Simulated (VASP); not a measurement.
# Li3AsF6 (Fm-3m) in VASP: single point with r2SCAN

Aim: the single point of Li3AsF6 with r2SCAN.

Program: VASP 6.6.1. These are calculated values, not measurements. Logs are shortened: lines on timing, memory, paths and dates and some standing lists are left out, and cuts for length are marked.

## Step 1: Starting point

The structure is cubic, space group Fm-3m (No. 225). Conventional cell: a = 8.030 Å, b = 8.030 Å, c = 8.030 Å, α = 90.00°, β = 90.00°, γ = 90.00°. Li (site symmetry -43m) has 12 F at 2.84 Å as nearest neighbours. Around Li (site symmetry m-3m) lie 6 F at 1.98 Å. Around As (site symmetry m-3m) lie 6 F at 2.04 Å. Around F (site symmetry 4mm) lie 1 Li at 1.98 Å and 1 As at 2.04 Å.

The cell comes from a database or a generator and needn't be the stable form of this composition.

## Step 2: Single point, r2SCAN

Input file POSCAR:

```
Li3AsF6
1.0
    0.0000000000      4.0149560000      4.0149560000
    4.0149560000      0.0000000000      4.0149560000
    4.0149560000      4.0149560000      0.0000000000
Li As F
3 1 6
Direct
    0.2500000000      0.2500000000      0.2500000000
    0.7500000000      0.7500000000      0.7500000000
    0.5000000000      0.5000000000      0.5000000000
    0.0000000000      0.0000000000      0.0000000000
    0.2539300000      0.2539300000      0.7460700000
    0.2539300000      0.7460700000      0.7460700000
    0.7460700000      0.7460700000      0.2539300000
    0.2539300000      0.7460700000      0.2539300000
    0.7460700000      0.2539300000      0.7460700000
    0.7460700000      0.2539300000      0.2539300000
```

Input file INCAR.step1:

```
ALGO = Normal ; EDIFF = 1E-4
ENCUT = 520 ; GGA = PE
ISMEAR = 0 ; LASPH = T
LCHARG = F ; LREAL = F
LWAVE = T ; NBANDS = 39
NELM = 100 ; PREC = Accurate
SIGMA = 0.01
```

Input file INCAR.step2:

```
ALGO = Normal ; EDIFF = 1E-6
ENCUT = 520 ; ISIF = 2
ISMEAR = 0 ; ISTART = 1
LASPH = T ; LCHARG = F
LMIXTAU = T ; LREAL = F
LWAVE = F ; METAGGA = R2SCAN
NBANDS = 39 ; NELM = 100
PREC = Accurate ; SIGMA = 0.01
```

Input file KPOINTS:

```
k-points
0
Gamma
  4 4 4
```

Potentials or basis: VASP PAW PBE potentials, release 64 (Li_sv, As, F).

Started as:

```
$ cat potpaw_PBE.64/Li_sv/POTCAR potpaw_PBE.64/As/POTCAR potpaw_PBE.64/F/POTCAR > POTCAR
$ cp INCAR.step1 INCAR
$ mpirun -np 1 vasp_std > vasp.out
$ cp INCAR.step2 INCAR
$ mpirun -np 1 vasp_std > vasp.out
```

OUTCAR:

```text
EDIFF = 1E-6
   ENCUT = 520
   ISIF = 2
   ISMEAR = 0
   ISTART = 1
   LASPH = T
   LREAL = F
   METAGGA = R2SCAN
   NELM = 100
   PREC = Accurate

 ion  position               nearest neighbor table
   1  0.250  0.250  0.250-
   2  0.750  0.750  0.750-
   3  0.500  0.500  0.500-   5 1.98   6 1.98   7 1.98   8 1.98   9 1.98  10 1.98
   4  0.000  0.000  0.000-   5 2.04   6 2.04   7 2.04   8 2.04   9 2.04  10 2.04
   5  0.254  0.254  0.746-   3 1.98   4 2.04
   6  0.254  0.746  0.746-   3 1.98   4 2.04
   7  0.746  0.746  0.254-   3 1.98   4 2.04
   8  0.254  0.746  0.254-   3 1.98   4 2.04
   9  0.746  0.254  0.746-   3 1.98   4 2.04
  10  0.746  0.254  0.254-   3 1.98   4 2.04

  LATTYP: Found a face centered cubic cell.
 ALAT       =     8.0299120000

  Lattice vectors:

 A1 = (   0.0000000000,   4.0149560000,   4.0149560000)
 A2 = (   4.0149560000,   0.0000000000,   4.0149560000)
 A3 = (   4.0149560000,   4.0149560000,   0.0000000000)

Analysis of symmetry for initial positions (statically):
=====================================================================
 Subroutine PRICEL returns:
 Original cell was already a primitive cell.

 Routine SETGRP: Setting up the symmetry group for a
 face centered cubic supercell.

 Subroutine GETGRP returns: Found 48 space group operations
 (whereof 48 operations were pure point group operations)
 out of a pool of 48 trial point group operations.

The static configuration has the point symmetry O_h .

Analysis of symmetry for dynamics (positions and initial velocities):
=====================================================================
 Subroutine PRICEL returns:
 Original cell was already a primitive cell.

 Routine SETGRP: Setting up the symmetry group for a
 face centered cubic supercell.

 Subroutine GETGRP returns: Found 48 space group operations
 (whereof 48 operations were pure point group operations)
 out of a pool of 48 trial point group operations.

The dynamic configuration has the point symmetry O_h .

 Subroutine INISYM returns: Found 48 space group operations
 (whereof 48 operations are pure point group operations),
 and found     1 'primitive' translations

----------------------------------------------------------------------------------------

                                     Primitive cell

  volume of cell :     129.4412

  direct lattice vectors                    reciprocal lattice vectors
     0.000000000  4.014956000  4.014956000    -0.124534366  0.124534366  0.124534366
     4.014956000  0.000000000  4.014956000     0.124534366 -0.124534366  0.124534366
     4.014956000  4.014956000  0.000000000     0.124534366  0.124534366 -0.124534366

  length of vectors
     5.678005228  5.678005228  5.678005228     0.215699849  0.215699849  0.215699849

  position of ions in fractional coordinates (direct lattice)
     0.250000000  0.250000000  0.250000000
     0.750000000  0.750000000  0.750000000
     0.500000000  0.500000000  0.500000000
     0.000000000  0.000000000  0.000000000
     0.253930000  0.253930000  0.746070000
     0.253930000  0.746070000  0.746070000
     0.746070000  0.746070000  0.253930000
     0.253930000  0.746070000  0.253930000
     0.746070000  0.253930000  0.746070000
     0.746070000  0.253930000  0.253930000

  ion indices of the primitive-cell ions
   primitive index   ion index
                 1           1
                 2           2
                 3           3
                 4           4
                 5           5
                 6           6
                 7           7
                 8           8
                 9           9
                10          10

----------------------------------------------------------------------------------------

 KPOINTS: k-points

Automatic generation of k-mesh.
 Grid dimensions read from file:
 generate k-points for:    4    4    4

 Generating k-lattice:

  Cartesian coordinates                     Fractional coordinates (reciprocal lattice)
    -0.031133592  0.031133592  0.031133592     0.250000000  0.000000000  0.000000000
     0.031133592 -0.031133592  0.031133592     0.000000000  0.250000000  0.000000000
     0.031133592  0.031133592 -0.031133592     0.000000000  0.000000000  0.250000000

  Length of vectors
     0.053924962  0.053924962  0.053924962

  Shift w.r.t. Gamma in fractional coordinates (k-lattice)
     0.000000000  0.000000000  0.000000000

 Subroutine IBZKPT returns following result:
 ===========================================

 Found      8 irreducible k-points:

 Following reciprocal coordinates:
            Coordinates               Weight
  0.000000  0.000000  0.000000      1.000000
  0.250000  0.000000  0.000000      8.000000
  0.500000  0.000000  0.000000      4.000000
  0.250000  0.250000  0.000000      6.000000
  0.500000  0.250000  0.000000     24.000000
 -0.250000  0.250000  0.000000     12.000000
  0.500000  0.500000  0.000000      3.000000
 -0.250000  0.500000  0.250000      6.000000
   k-points           NKPTS =      8   k-points in BZ     NKDIM =      8   number of bands    NBANDS=     39
   number of dos      NEDOS =    301   number of ions     NIONS =     10
   total plane-waves  NPLWV =  74088
   dimension x,y,z NGX =    42 NGY =   42 NGZ =   42
   dimension x,y,z NGXF=    84 NGYF=   84 NGZF=   84
   ions per type =               3   1   6
   NGX,Y,Z   is equivalent  to a cutoff of  12.30, 12.30, 12.30 a.u.
   NGXF,Y,Z  is equivalent  to a cutoff of  24.59, 24.59, 24.59 a.u.
 SYSTEM =  unknown system
   PREC   = accura    normal or accurate (medium, high low for compatibility)
   ISTART =      1    job   : 0-new  1-cont  2-samecut
   ICHARG =      0    charge: 1-file 2-atom 10-const
   ISPIN  =      1    spin polarized calculation?
   LNONCOLLINEAR =      F non collinear calculations
   LSORBIT =      F    spin-orbit coupling
   LASPH  =      T    aspherical Exc in radial PAW
   ENCUT  =  520.0 eV  38.22 Ry    6.18 a.u.  10.56 10.56 10.56*2*pi/ulx,y,z
   NELM   =    100;   NELMIN=  2; NELMDL=  0     # of ELM steps
   EDIFF  = 0.1E-05   stopping-criterion for ELM
   LREAL  =      F    real-space projection
   EDIFFG = 0.1E-04   stopping-criterion for IOM
   NSW    =      0    number of steps for IOM
   IBRION =     -1    ionic relax: 0-MD 1-quasi-New 2-CG
   NFREE  =      0    steps in history (QN), initial steepest desc. (CG)
   ISIF   =      2    stress and relaxation
   ISYM   =      2    0-nonsym 1-usesym 2-fastsym
   POTIM  = 0.5000    time-step for ionic-motion
   TEBEG  =    0.0;   TEEND  =   0.0 temperature during run
   PSTRESS=    0.0 pullay stress
   NELECT =      56.0000    total number of electrons
   NUPDOWN=      -1.0000    fix difference up-down
   EMIN   =  10.00;   EMAX   =-10.00  energy-range for DOS
   EFERMI =   0.00;   METHOD = LEGACY
   ISMEAR =     0;   SIGMA  =   0.01  broadening in eV -4-tet -1-fermi 0-gaus
   EFERMI_NEDOS =   21; number of points for ismear=-14 and -15
   IALGO  =     38    algorithm
   IMIX   =      4    mixing-type and parameters
     AMIX     =   0.40;   BMIX     =  1.00
     AMIX_MAG =   1.60;   BMIX_MAG =  1.00
  volume/ion in A,a.u.               =      12.94        87.35
  Fermi-wavevector in a.u.,A,eV,Ry     =   1.238169  2.339801 20.858593  1.533063
  Thomas-Fermi vector in A             =   2.372706
   LORBIT       =      0    0 simple, 1 ext, 2 COOP (PROOUT), +10 PAW based schemes
   METAGGA = R2SCAN    functional components
   LHFCALC =     F    Hartree Fock is set to
   AEXX    =    0.0000 exact exchange contribution
   IVDW    =     0    specifies the selected vdW correction
   LEPSILON=     F    determine dielectric tensor
   LRPA    =     F    only Hartree local field effects (RPA)
 non-spin polarized calculation
 Gauss-broadening in eV      SIGMA  =   0.01
  energy-cutoff  :      520.00
  volume of cell :      129.44
 maximum number of plane-waves:      3511
   NGX = 21   NGY = 21   NGZ = 21

 number of electron      55.9999965 magnetization

 Free energy of the ion-electron system (eV)
  ---------------------------------------------------
  ext. energy  EPLUGINS =         0.00000000
  ---------------------------------------------------
  free energy    TOTEN  =       -64.94901129 eV

  energy without entropy =      -64.94901129  energy(sigma->0) =      -64.94901129

 E-fermi :   0.4007     XC(G=0):  -8.9197

 val. band max:        0.2153564065   @ k =   0.5000   0.5000   0.0000
 cond. band min:       4.8197810124   @ k =   0.5000   0.0000   0.0000
 fundamental gap:      4.6044246059
 Fermi energy:         0.4007282021

 k-point     1 :       0.0000    0.0000    0.0000
  band No.  band energies     occupation
      1     -47.6032      2.00000
      2     -47.6028      2.00000
      3     -44.1266      2.00000
      4     -24.0128      2.00000
      5     -23.4098      2.00000
      6     -23.4098      2.00000
[... 31 lines left out ...]
     38      11.2071      0.00000
     39      11.2071      0.00000

 k-point     2 :       0.2500    0.0000    0.0000
  band No.  band energies     occupation
      1     -47.6032      2.00000
      2     -47.6029      2.00000
      3     -44.1266      2.00000
      4     -23.9497      2.00000
      5     -23.4831      2.00000
      6     -23.3740      2.00000
[... 241 lines left out ...]
     38      10.3830      0.00000
     39      10.3846      0.00000

 k-point     8 :      -0.2500    0.5000    0.2500
  band No.  band energies     occupation
      1     -47.6030      2.00000
      2     -47.6030      2.00000
      3     -44.1266      2.00000
      4     -23.7925      2.00000
      5     -23.4962      2.00000
      6     -23.4238      2.00000
[... 31 lines left out ...]
     38      10.2727      0.00000
     39      10.4618      0.00000

------------------------ aborting loop because EDIFF is reached ----------------------------------------

  FORCE on cell =-STRESS in cart. coord.  units (eV):
  Direction    XX          YY          ZZ          XY          YZ          ZX
  --------------------------------------------------------------------------------------
  -------------------------------------------------------------------------------------
  Total       -2.4607353     -2.4607353     -2.4607353     -0.0000000     -0.0000000     -0.0000000
  in kB      -30.4581210    -30.4581210    -30.4581210     -0.0000000     -0.0000000     -0.0000000
  external PRESSURE =     -30.4581210 kB  Pullay stress =       0.0000000 kB

 VOLUME and BASIS-vectors are now :
 -----------------------------------------------------------------------------
  energy-cutoff  :      520.00
  volume of cell :      129.44
      direct lattice vectors                 reciprocal lattice vectors
     0.000000000  4.014956000  4.014956000    -0.124534366  0.124534366  0.124534366
     4.014956000  0.000000000  4.014956000     0.124534366 -0.124534366  0.124534366
     4.014956000  4.014956000  0.000000000     0.124534366  0.124534366 -0.124534366

 POSITION                                       TOTAL-FORCE (eV/Angst)
 -----------------------------------------------------------------------------------
      2.00748      2.00748      2.00748         0.000000      0.000000      0.000000
      6.02243      6.02243      6.02243        -0.000000      0.000000     -0.000000
      4.01496      4.01496      4.01496        -0.000000      0.000000      0.000000
      0.00000      0.00000      0.00000         0.000000      0.000000      0.000000
      4.01496      4.01496      2.03904         0.000000      0.000000     -0.083117
      5.99088      4.01496      4.01496         0.083117      0.000000      0.000000
      4.01496      4.01496      5.99088         0.000000      0.000000      0.083117
      4.01496      2.03904      4.01496         0.000000     -0.083117      0.000000
      4.01496      5.99088      4.01496         0.000000      0.083117      0.000000
      2.03904      4.01496      4.01496        -0.083117      0.000000      0.000000
 -----------------------------------------------------------------------------------
    total drift:                                0.000000      0.000000      0.000000

  FREE ENERGIE OF THE ION-ELECTRON SYSTEM (eV)
  ---------------------------------------------------
  free  energy   TOTEN  =       -64.9490112865 eV

  energy  without entropy=      -64.9490112865  energy(sigma->0) =      -64.94901129
```

Run time: 4.8 min. Hardware: 1 thread of AMD EPYC 7R43 (Zen 3), shared host; peak memory 0.26 GiB.

What came out:

* Free energy: -64.9490 eV
* Largest force: 0.083 eV/Å
* Band gap on the k mesh: 4.60 eV, indirect (least direct gap 4.94 eV)

Forces on the atoms (eV/Å):
```
Li   0.000  0.000  0.000
Li   0.000  0.000  0.000
Li   0.000  0.000  0.000
As   0.000  0.000  0.000
F    0.000  0.000 -0.083
F    0.083  0.000  0.000
F    0.000  0.000  0.083
F    0.000 -0.083  0.000
F    0.000  0.083  0.000
F   -0.083  0.000  0.000
```

Levels at points of the mesh, in eV from the valence-band top:
```
           k point  band 25  band 26  band 27  band 28  band 29  band 30  band 31  band 32
(0.00, 0.00, 0.00)    -2.75    -2.75    -2.75    -0.96     4.67     5.27     5.27     5.27
(0.50, 0.00, 0.00)    -3.09    -3.05    -3.04    -0.34     4.60     5.81     5.81     6.38
(0.50, 0.50, 0.00)    -3.28    -3.28    -2.75     0.00     5.36     5.36     5.39     6.75
```

Caveat: the cutoff is under 1.25 times the usual one of these potentials, so pressure, stress and relaxed cells hold a basis-set (Pulay) error; the PAW data sets were made with another functional, which shifts forces and pressure a little.
